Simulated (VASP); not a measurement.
Consider the following.

```yaml
crystal:
  lattice:
    - [0.00000, 2.01340, 2.01340]
    - [2.01340, 0.00000, 2.01340]
    - [2.01340, 2.01340, 0.00000]
  atoms:
    - { symbol: Li, position: [0.00000, 0.00000, 0.00000] }
    - { symbol: H, position: [0.50000, 0.50000, 0.50000] }
```

Level of theory: vdW-DF2, VASP's PBE PAW potentials (set 64) (plane waves; VASP 6.6.1). Settings: 520 eV cut-off, 13×13×13 Γ-centred mesh, tetrahedra with Blöchl corrections, potentials Li_sv H.

The job: LiH (rock salt), 2 atoms, vdW-DF2, static run, 520 eV, 13×13×13 Γ-centred mesh. Roughly how much core time does it take on a busy server core?

About 20 core-seconds (one run on a shared machine, a rough figure). It had 84 irreducible k-points, 6 bands, up to 459 plane waves and 15 electronic steps.

The compound is LiH in the rock salt structure. It was relaxed first.
